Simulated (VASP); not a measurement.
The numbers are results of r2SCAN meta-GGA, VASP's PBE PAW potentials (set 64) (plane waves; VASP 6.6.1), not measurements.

VASP ran on this input.

POSCAR:
```
GaN
1
    1.5945742488    -2.8723589205     0.0000000000
    1.5945742488     2.8723589205     0.0000000000
    0.0000000000     0.0000000000     5.3982826177
Ga N
2 2
Direct
  0.6666670000   0.3333330000   0.5000958380
  0.3333330000   0.6666670000   0.0000958380
  0.6666670000   0.3333330000   0.8769041620
  0.3333330000   0.6666670000   0.3769041620
```

**INCAR**
```
! general
SYSTEM =GaN
PREC   =Accurate
ENCUT  =600
LREAL  =F
LASPH  =T

! electronic loop
EDIFF  =1E-7
NELM   =100
ALGO   =Normal
LMAXMIX=4
LMIXTAU=T

! smearing
ISMEAR =0
SIGMA  =0.05

! functional
METAGGA=R2SCAN

! ions
ISIF   =2

! output
LWAVE  =F
LCHARG =F
```

### KPOINTS
```
Automatic mesh
0
Gamma
8 8 4
0 0 0
```

POTCAR, in this order: Ga_d N (PBE.64 set). Program: vasp_std.

Output

### OSZICAR
```
       N       E                     dE             d eps       ncg     rms          rms(c)
DAV:   1     0.277129397456E+03    0.27713E+03   -0.20696E+04  2898   0.334E+03
DAV:   2    -0.118054940205E+02   -0.28893E+03   -0.28088E+03  3044   0.581E+02
DAV:   3    -0.514963318923E+02   -0.39691E+02   -0.39129E+02  3192   0.168E+02
DAV:   4    -0.532954386025E+02   -0.17991E+01   -0.17943E+01  4008   0.379E+01
DAV:   5    -0.533206804718E+02   -0.25242E-01   -0.25234E-01  3108   0.407E+00    0.978E+00
DAV:   6    -0.449676747682E+02    0.83530E+01   -0.12346E+01  4994   0.563E+01    0.333E+00
DAV:   7    -0.430211113482E+02    0.19466E+01   -0.15127E+00  2916   0.112E+01    0.223E+00
DAV:   8    -0.458843905037E+02   -0.28633E+01   -0.17880E+00  3912   0.148E+01    0.195E+00
DAV:   9    -0.445028747388E+02    0.13815E+01   -0.57587E-01  3260   0.824E+00    0.589E-01
DAV:  10    -0.436091213557E+02    0.89375E+00   -0.32911E-01  3582   0.562E+00    0.178E-01
DAV:  11    -0.436164792246E+02   -0.73579E-02   -0.23198E-02  3352   0.145E+00    0.284E-01
DAV:  12    -0.436151477378E+02    0.13315E-02   -0.76497E-04  4194   0.264E-01    0.278E-01
DAV:  13    -0.436150731450E+02    0.74593E-04   -0.10696E-04  4484   0.105E-01    0.241E-01
DAV:  14    -0.436513097953E+02   -0.36237E-01   -0.17833E-01  4930   0.575E+00    0.255E+00
DAV:  15    -0.436230241313E+02    0.28286E-01   -0.39302E-01  4832   0.861E+00    0.784E-01
DAV:  16    -0.436225006868E+02    0.52344E-03   -0.16446E-02  3458   0.159E+00    0.319E-01
DAV:  17    -0.436218654538E+02    0.63523E-03   -0.71600E-03  4870   0.913E-01    0.463E-02
DAV:  18    -0.436220055340E+02   -0.14008E-03   -0.10396E-03  2896   0.360E-01    0.269E-02
DAV:  19    -0.436220515716E+02   -0.46038E-04   -0.64231E-05  3116   0.135E-01    0.252E-02
DAV:  20    -0.436220452569E+02    0.63146E-05   -0.47063E-05  4138   0.113E-01    0.180E-02
DAV:  21    -0.436220422927E+02    0.29642E-05   -0.12934E-05  2966   0.501E-02    0.132E-02
DAV:  22    -0.436220477238E+02   -0.54310E-05   -0.40127E-06  3036   0.277E-02    0.577E-03
DAV:  23    -0.436220480461E+02   -0.32229E-06   -0.21016E-06  3418   0.141E-02    0.997E-04
DAV:  24    -0.436220478645E+02    0.18154E-06   -0.22887E-07  2988   0.473E-03    0.940E-04
DAV:  25    -0.436220479657E+02   -0.10116E-06   -0.67401E-08  1722   0.564E-03    0.177E-03
DAV:  26    -0.436220480307E+02   -0.65039E-07   -0.29422E-08  1386   0.212E-03
   1 F= -.43622048E+02 E0= -.43622048E+02  d E =-.126971E-11
```

**OUTCAR**
```
------------------------ aborting loop because EDIFF is reached ----------------------------------------
  FORCE on cell =-STRESS in cart. coord.  units (eV):
  Direction    XX          YY          ZZ          XY          YZ          ZX
  --------------------------------------------------------------------------------------
  Total       -1.6692868     -4.9355798     -5.1131271      0.0000000      0.0000000      0.0000000
  in kB      -54.0844584   -159.9114979   -165.6639857      0.0000000      0.0000000      0.0000000
  external PRESSURE =    -126.5533140 kB  Pullay stress =       0.0000000 kB
  volume of cell :       49.45
      direct lattice vectors                 reciprocal lattice vectors
     1.594574249 -2.872358920  0.000000000     0.313563323 -0.174072953  0.000000000
     1.594574249  2.872358920  0.000000000     0.313563323  0.174072953  0.000000000
     0.000000000  0.000000000  5.398282618     0.000000000  0.000000000  0.185244099
  FREE ENERGIE OF THE ION-ELECTRON SYSTEM (eV)
  ---------------------------------------------------
  free  energy   TOTEN  =       -43.6220480307 eV

  energy  without entropy=      -43.6220480307  energy(sigma->0) =      -43.62204803
```
(Selected blocks of OUTCAR.)

The compound is GaN in the wurtzite structure. This cell was strained or had an atom moved on purpose.
